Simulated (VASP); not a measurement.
Cost and result of VASP (PAW) for the bulk modulus of MgB2 (AlB2 type). Static lattice, third-order Birch-Murnaghan fit over five volumes. The cost counts the five points of the equation of state, each on the mesh and cut-off of its row, so the ratios hold those differences too. With PBE it took about 60 core-seconds. Times come from single runs on busy shared machines, so they are rough: good to a factor of about 2.

```
level    k-mesh  cut-off (eV)  bulk modulus (GPa)         cost over PBE
------  -------  ------------  ------------------  --------------------
LDA     12×12×9           520                 157  within a factor of 2
PBE     11×11×9           520                 145             reference
PBEsol  11×11×9           520                 148  within a factor of 2
r2SCAN  11×11×9           520                 151         about 4 times
SCAN    11×11×9           520                 148                     ?
```

Task: Fill in the missing entries.

Result: 
- SCAN, cost over PBE: about 10 times

Left out are levels that failed, ran on another kind of processor or have no fit band path; at most nine are shown.

The compound is MgB2 in the AlB2 type structure.
